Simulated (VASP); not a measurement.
Output of a VASP run:

OSZICAR:
```
...
DAV:   9    -0.358935920118E+02   -0.39477E-07   -0.14911E-07   900   0.366E-03
   5 F= -.35893592E+02 E0= -.35893582E+02  d E =-.763205E-02
       N       E                     dE             d eps       ncg     rms          rms(c)
DAV:   1    -0.358966452052E+02   -0.30532E-02   -0.96305E-02  1392   0.191E+00    0.261E-01
DAV:   2    -0.358952815677E+02    0.13636E-02   -0.46876E-03  1764   0.490E-01    0.113E-01
DAV:   3    -0.358948235619E+02    0.45801E-03   -0.14728E-03  1632   0.260E-01    0.475E-02
DAV:   4    -0.358948025067E+02    0.21055E-04   -0.29245E-04  1752   0.123E-01    0.222E-02
DAV:   5    -0.358948084167E+02   -0.59100E-05   -0.64298E-05  1482   0.779E-02    0.898E-03
DAV:   6    -0.358948111859E+02   -0.27692E-05   -0.43105E-05  1488   0.624E-02    0.645E-03
DAV:   7    -0.358948128232E+02   -0.16372E-05   -0.11380E-05  1446   0.321E-02    0.247E-03
DAV:   8    -0.358948120292E+02    0.79395E-06   -0.23173E-06  1512   0.155E-02    0.134E-03
DAV:   9    -0.358948132370E+02   -0.12078E-05   -0.59492E-07  1578   0.858E-03    0.309E-04
DAV:  10    -0.358948132685E+02   -0.31455E-07   -0.35545E-08   804   0.207E-03
   6 F= -.35894813E+02 E0= -.35894813E+02  d E =-.122126E-02
       N       E                     dE             d eps       ncg     rms          rms(c)
DAV:   1    -0.358948211420E+02   -0.79050E-05   -0.23911E-04  1374   0.951E-02    0.130E-02
DAV:   2    -0.358948179095E+02    0.32325E-05   -0.11721E-05  1764   0.244E-02    0.564E-03
DAV:   3    -0.358948167998E+02    0.11097E-05   -0.36379E-06  1644   0.129E-02    0.237E-03
DAV:   4    -0.358948166803E+02    0.11945E-06   -0.72511E-07  1596   0.615E-03    0.111E-03
DAV:   5    -0.358948166532E+02    0.27101E-07   -0.15140E-07   816   0.395E-03
   7 F= -.35894817E+02 E0= -.35894816E+02  d E =-.122464E-02
       N       E                     dE             d eps       ncg     rms          rms(c)
DAV:   1    -0.358950126092E+02   -0.19593E-03   -0.80940E-03  1344   0.496E-01    0.419E-02
DAV:   2    -0.358950185182E+02   -0.59091E-05   -0.34494E-04  1764   0.146E-01    0.221E-02
DAV:   3    -0.358950071076E+02    0.11411E-04   -0.41124E-05  1598   0.455E-02    0.840E-03
DAV:   4    -0.358950102718E+02   -0.31642E-05   -0.83448E-06  1716   0.250E-02    0.418E-03
DAV:   5    -0.358950102719E+02   -0.14188E-09   -0.29153E-06  1632   0.159E-02    0.202E-03
DAV:   6    -0.358950103777E+02   -0.10575E-06   -0.36714E-06  1482   0.170E-02    0.108E-03
DAV:   7    -0.358950103092E+02    0.68440E-07   -0.59598E-07  1440   0.707E-03
   8 F= -.35895010E+02 E0= -.35895010E+02  d E =-.193656E-03
       N       E                     dE             d eps       ncg     rms          rms(c)
DAV:   1    -0.358952747218E+02   -0.26434E-03   -0.69192E-02  1344   0.145E+00    0.122E-01
DAV:   2    -0.358953181485E+02   -0.43427E-04   -0.29464E-03  1764   0.426E-01    0.644E-02
DAV:   3    -0.358952302838E+02    0.87865E-04   -0.34419E-04  1592   0.133E-01    0.248E-02
DAV:   4    -0.358952529638E+02   -0.22680E-04   -0.66634E-05  1728   0.689E-02    0.122E-02
DAV:   5    -0.358952534204E+02   -0.45660E-06   -0.21937E-05  1638   0.440E-02    0.576E-03
DAV:   6    -0.358952540098E+02   -0.58944E-06   -0.27727E-05  1476   0.472E-02    0.302E-03
DAV:   7    -0.358952534143E+02    0.59546E-06   -0.53101E-06  1446   0.212E-02    0.143E-03
DAV:   8    -0.358952534829E+02   -0.68592E-07   -0.64600E-07  1512   0.807E-03
   9 F= -.35895253E+02 E0= -.35895253E+02  d E =-.436830E-03
```

File OUTCAR:
```
------------------------ aborting loop because EDIFF is reached ----------------------------------------
  FORCE on cell =-STRESS in cart. coord.  units (eV):
  Direction    XX          YY          ZZ          XY          YZ          ZX
  --------------------------------------------------------------------------------------
  Total        0.7168293      0.7192619      0.7148625      0.0000000     -0.0000000      0.0000000
  in kB       14.8486394     14.8990291     14.8078983      0.0000000     -0.0000000      0.0000000
  external PRESSURE =      14.8518556 kB  Pullay stress =       0.0000000 kB
  volume of cell :       77.35
      direct lattice vectors                 reciprocal lattice vectors
     1.646597759 -5.295714718 -0.000000000     0.303656432 -0.094415962 -0.000000000
     1.646597759  5.295714718  0.000000000     0.303656432  0.094415962  0.000000000
     0.000000000 -0.000000000  4.435040592     0.000000000 -0.000000000  0.225477079
 POSITION                                       TOTAL-FORCE (eV/Angst)
 -----------------------------------------------------------------------------------
      1.64660      4.24394      4.05711         0.000000     -0.000849     -0.001428
      1.64660      1.05178      1.83959         0.000000      0.000849     -0.001428
      1.64660     -1.05178      2.59545         0.000000     -0.000849      0.001428
      1.64660     -4.24394      0.37793         0.000000      0.000849      0.001428
 -----------------------------------------------------------------------------------
    total drift:                               -0.000000     -0.000000     -0.000000
  FREE ENERGIE OF THE ION-ELECTRON SYSTEM (eV)
  ---------------------------------------------------
  free  energy   TOTEN  =       -35.8952534829 eV

  energy  without entropy=      -35.8952528843  energy(sigma->0) =      -35.89525318

 reached required accuracy - stopping structural energy minimisation
```
(Selected blocks of OUTCAR.)

### POSCAR
```
P
1
    1.6162319840    -5.3842640582     0.0000000000
    1.6162319840     5.3842640582     0.0000000000
    0.0000000000     0.0000000000     4.4440573310
P
4
Direct
  0.0951873415   0.9048126585   0.9110865605
  0.4048126585   0.5951873415   0.4110865605
  0.5951873415   0.4048126585   0.5889134395
  0.9048126585   0.0951873415   0.0889134395
```

Q: Reconstruct the remaining input files.

A: One answer among several that fit: the input of the run itself, r2SCAN meta-GGA, plane waves, VASP's PBE PAW potentials (set 64).

INCAR:
```
ALGO=Normal
EDIFF=1E-7
EDIFFG=-0.01
ENCUT=520
IBRION=2
ISIF=4
ISMEAR=0
LASPH=.TRUE.
LCHARG=.FALSE.
LMIXTAU=.TRUE.
LREAL=.FALSE.
LWAVE=.FALSE.
METAGGA=R2SCAN
NELM=100
NSW=30
PREC=Accurate
SIGMA=0.05
SYSTEM=P
```

KPOINTS:
```
Automatic mesh
0
Gamma
7 7 5
0 0 0
```

POTCAR, in this order: P (PBE.64 set). Program: vasp_std.

The compound is P in the black structure. This cell is one point of a volume scan, at 0.94 of the reference volume. Symmetry was kept, so distortions that lower it aren't found.
